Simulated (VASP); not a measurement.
Here is the system:

```
NbSc3N4
1.0
    0.00000     2.21357     2.21357
    2.21357     0.00000     2.21357
    8.88526     8.88526    -0.03098
Sc N Nb
3 4 1
Direct
  0.00096   0.00096   0.99928
  0.00000   0.00000   0.25000
  0.99904   0.99904   0.50072
  0.50184   0.50184   0.12362
  0.49816   0.49816   0.37638
  0.49549   0.49549   0.62838
  0.50451   0.50451   0.87162
  0.00000   0.00000   0.75000
```

Computed with PBEsol GGA, VASP's PBE PAW potentials (set 64) (plane waves; VASP). Numerical set-up: 520 eV cut-off, 13×13×4 Γ-centred mesh, tetrahedra with Blöchl corrections, potentials Sc_sv N Nb_sv.

The cores are frozen, which limits the accuracy of field gradients.

### Question
Give the principal components of the electric field gradient (V/Å²) and the asymmetry η at each nucleus.

### Answer

```csv
atom,Vxx,Vyy,Vzz,η
Sc1,-1.3,-1.3,2.6,0.00
Sc2,1.0,1.0,-2.0,0.00
Sc3,-1.3,-1.3,2.6,0.00
N4,-1.0,-1.0,1.9,0.00
N5,-1.0,-1.0,1.9,0.00
N6,2.4,2.4,-4.7,0.00
N7,2.4,2.4,-4.7,0.00
Nb8,11.4,11.4,-22.9,0.00
```

The structure was generated: NbSc3N4 was put into an ordered model structure (R-3m), which need not be its known phase. It was relaxed first.
